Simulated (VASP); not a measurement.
Method: PBE GGA, VASP's PBE PAW potentials (set 64) (plane waves; VASP).

A VASP calculation is set up with these files.

INCAR:
```
SYSTEM = HfC
PREC = Normal; ENCUT = 400; LREAL = Auto
ISYM = 0
EDIFF = 1E-5; NELM = 100; NELMIN = 4
ALGO = Fast
ISMEAR = -1; SIGMA = 0.0259
GGA = PE
RANDOM_SEED = 572449 0 0
IBRION = 0; NSW = 50; ISIF = 2
POTIM = 2; TEBEG = 300; TEEND = 300
MDALGO = 2; SMASS = 1
LWAVE = .FALSE.; LCHARG = .FALSE.
```

### POSCAR
```
HfC
1
    0.0000000000     4.6400000000     4.6400000000
    4.6400000000     0.0000000000     4.6400000000
    4.6400000000     4.6400000000     0.0000000000
Hf C
8 8
Direct
  0.0000000000   0.0000000000   0.0000000000
  0.0000000000   0.0000000000   0.5000000000
  0.0000000000   0.5000000000   0.0000000000
  0.0000000000   0.5000000000   0.5000000000
  0.5000000000   0.0000000000   0.0000000000
  0.5000000000   0.0000000000   0.5000000000
  0.5000000000   0.5000000000   0.0000000000
  0.5000000000   0.5000000000   0.5000000000
  0.2500000000   0.2500000000   0.2500000000
  0.2500000000   0.2500000000   0.7500000000
  0.2500000000   0.7500000000   0.2500000000
  0.2500000000   0.7500000000   0.7500000000
  0.7500000000   0.2500000000   0.2500000000
  0.7500000000   0.2500000000   0.7500000000
  0.7500000000   0.7500000000   0.2500000000
  0.7500000000   0.7500000000   0.7500000000
```

### KPOINTS
```
Automatic mesh
0
Gamma
1 1 1
0 0 0
```

POTCAR, in this order: Hf_pv C (PBE.64 set). Program: vasp_gam.

**Question.** What will the output report for the number of irreducible k-points (NKPTS), largest plane-wave count, FFT grid (NGX, NGY, NGZ)?

**Answer.** 
```yaml
number of irreducible k-points (NKPTS): 1
largest_plane_wave_count: 1848
FFT grid (NGX, NGY, NGZ): 32 × 32 × 32
```

The cell is a supercell, built from HfC (rock salt). Its lattice is the typed one, not relaxed at this level.
